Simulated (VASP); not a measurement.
Input:

```
CELL_PARAMETERS angstrom
      0.00000     2.28643     2.28643
      2.28643     0.00000     2.28643
      2.28643     2.28643     0.00000
ATOMIC_POSITIONS crystal
  Hf 0.00000 0.00000 0.00000
  N  0.50000 0.50000 0.50000
```

Level of theory: AM05 GGA, VASP's PBE PAW potentials (set 64) (plane waves; VASP 6.6.1). Numerical set-up: 520 eV cut-off, 14×14×14 Γ-centred mesh, first-order Methfessel-Paxton smearing of 0.10 eV, potentials Hf_pv N.

Problem. Give the stress tensor in GPa (positive for a compressed cell).

Solution. 
```
-15.04    0.00    0.00
  0.00  -15.04    0.00
  0.00    0.00  -15.04
```
The pressure is its mean diagonal, -15.04 GPa.

The compound is HfN in the rock salt structure. This cell is one point of a volume scan, at 1.06 of the reference volume. The electron count is odd and the run is not spin-polarised, which forces a metal.
